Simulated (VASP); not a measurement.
Here is the system:

```
Rb
1.0
   -2.92889     2.92889     2.92889
    2.92889    -2.92889     2.92889
    2.92889     2.92889    -2.92889
Rb
1
Direct
  0.00000   0.00000   0.00000
```

These are RPBE GGA, VASP's PBE PAW potentials (set 64) (plane waves; VASP) values and carry that method's errors. Settings: 520 eV cut-off, 8×8×8 Γ-centred mesh, first-order Methfessel-Paxton smearing of 0.10 eV, potentials Rb_sv.

Estimate the energy per atom (σ→0), band gap (on the k-mesh) with the smallest direct gap where there is one.

- band gap (on the k-mesh): none (metal, semimetal or under 0.01 eV)
- energy per atom (σ→0): -79.0 kJ/mol-atom

Total energies compare only between runs with the same potentials, cut-off and functional.

The compound is Rb in the bcc structure. It was relaxed first, which changed the volume by +11 %. The start is the result of an earlier pass.
